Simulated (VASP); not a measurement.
A convergence study with VASP on Tl (hcp): a few settings are varied, all else stays as given below, so the limit is that of these other settings.

```
Tl
1.0
    1.73000    -2.99645     0.00000
    1.73000     2.99645     0.00000
    0.00000     0.00000     5.52000
Tl
2
Direct
  0.33333   0.66667   0.25000
  0.66667   0.33333   0.75000
```

All values below come from PBE GGA, VASP's PBE PAW potentials (set 64) (plane waves; VASP). The last row used: 550 eV cut-off, 20×20×11 Γ-centred mesh, second-order Methfessel-Paxton smearing of 0.40 eV, potentials Tl_d.

```json
[
 {"setting": "ISMEAR = -1, SIGMA = 0.01, 7×7×4 mesh", "E (eV/atom)": "-2.1628", "pressure (GPa)": "3.18", "irreducible k-points": "24"},
 {"setting": "ISMEAR = -1, SIGMA = 0.2, 7×7×4 mesh", "E (eV/atom)": "-2.1710", "pressure (GPa)": "3.40", "irreducible k-points": "24"},
 {"setting": "ISMEAR = 0, SIGMA = 0.01, 7×7×4 mesh", "E (eV/atom)": "-2.1625", "pressure (GPa)": "3.16", "irreducible k-points": "24"},
 {"setting": "ISMEAR = 0, SIGMA = 0.2, 7×7×4 mesh", "E (eV/atom)": "-2.1658", "pressure (GPa)": "3.21", "irreducible k-points": "24"},
 {"setting": "ISMEAR = 1, SIGMA = 0.01, 7×7×4 mesh", "E (eV/atom)": "-2.1625", "pressure (GPa)": "3.14", "irreducible k-points": "24"},
 {"setting": "ISMEAR = 1, SIGMA = 0.2, 7×7×4 mesh", "E (eV/atom)": "(withheld)", "pressure (GPa)": "3.19", "irreducible k-points": "24"},
 {"setting": "ISMEAR = 2, SIGMA = 0.01, 7×7×4 mesh", "E (eV/atom)": "-2.1625", "pressure (GPa)": "3.13", "irreducible k-points": "24"},
 {"setting": "ISMEAR = 2, SIGMA = 0.2, 7×7×4 mesh", "E (eV/atom)": "(withheld)", "pressure (GPa)": "3.21", "irreducible k-points": "24"},
 {"setting": "ISMEAR = -1, SIGMA = 0.05, 14×14×8 mesh", "E (eV/atom)": "-2.1974", "pressure (GPa)": "3.11", "irreducible k-points": "120"},
 {"setting": "ISMEAR = -1, SIGMA = 0.2, 14×14×8 mesh", "E (eV/atom)": "-2.1982", "pressure (GPa)": "3.29", "irreducible k-points": "120"},
 {"setting": "ISMEAR = 0, SIGMA = 0.05, 14×14×8 mesh", "E (eV/atom)": "-2.1973", "pressure (GPa)": "3.09", "irreducible k-points": "120"},
 {"setting": "ISMEAR = 0, SIGMA = 0.2, 14×14×8 mesh", "E (eV/atom)": "-2.1976", "pressure (GPa)": "3.13", "irreducible k-points": "120"},
 {"setting": "ISMEAR = 1, SIGMA = 0.05, 14×14×8 mesh", "E (eV/atom)": "-2.1972", "pressure (GPa)": "3.08", "irreducible k-points": "120"},
 {"setting": "ISMEAR = 1, SIGMA = 0.2, 14×14×8 mesh", "E (eV/atom)": "-2.1973", "pressure (GPa)": "3.10", "irreducible k-points": "120"},
 {"setting": "ISMEAR = 2, SIGMA = 0.05, 14×14×8 mesh", "E (eV/atom)": "-2.1972", "pressure (GPa)": "3.08", "irreducible k-points": "120"},
 {"setting": "ISMEAR = 2, SIGMA = 0.2, 14×14×8 mesh", "E (eV/atom)": "-2.1973", "pressure (GPa)": "3.10", "irreducible k-points": "120"},
 {"setting": "ISMEAR = -1, SIGMA = 0.05, 20×20×11 mesh", "E (eV/atom)": "-2.2014", "pressure (GPa)": "3.09", "irreducible k-points": "264"},
 {"setting": "ISMEAR = -1, SIGMA = 0.4, 20×20×11 mesh", "E (eV/atom)": "-2.1978", "pressure (GPa)": "3.83", "irreducible k-points": "264"},
 {"setting": "ISMEAR = 0, SIGMA = 0.05, 20×20×11 mesh", "E (eV/atom)": "-2.2014", "pressure (GPa)": "3.08", "irreducible k-points": "264"},
 {"setting": "ISMEAR = 0, SIGMA = 0.4, 20×20×11 mesh", "E (eV/atom)": "-2.2007", "pressure (GPa)": "3.19", "irreducible k-points": "264"},
 {"setting": "ISMEAR = 1, SIGMA = 0.05, 20×20×11 mesh", "E (eV/atom)": "-2.2013", "pressure (GPa)": "3.08", "irreducible k-points": "264"},
 {"setting": "ISMEAR = 1, SIGMA = 0.4, 20×20×11 mesh", "E (eV/atom)": "-2.2014", "pressure (GPa)": "3.07", "irreducible k-points": "264"},
 {"setting": "ISMEAR = 2, SIGMA = 0.05, 20×20×11 mesh", "E (eV/atom)": "-2.2013", "pressure (GPa)": "3.08", "irreducible k-points": "264"},
 {"setting": "ISMEAR = 2, SIGMA = 0.4, 20×20×11 mesh", "E (eV/atom)": "-2.2014", "pressure (GPa)": "3.08", "irreducible k-points": "264"}
]
```

Question: Fill in the missing entries.

Answer: 
- ISMEAR = 2, SIGMA = 0.2, 7×7×4 mesh, E (eV/atom): -2.1644
- ISMEAR = 1, SIGMA = 0.2, 7×7×4 mesh, E (eV/atom): -2.1646

Left out are rungs that failed or repeat a setting and relaxations that didn't move; long series are thinned to 24 rows.

The compound is Tl in the hcp structure. The cell was not relaxed at this level.
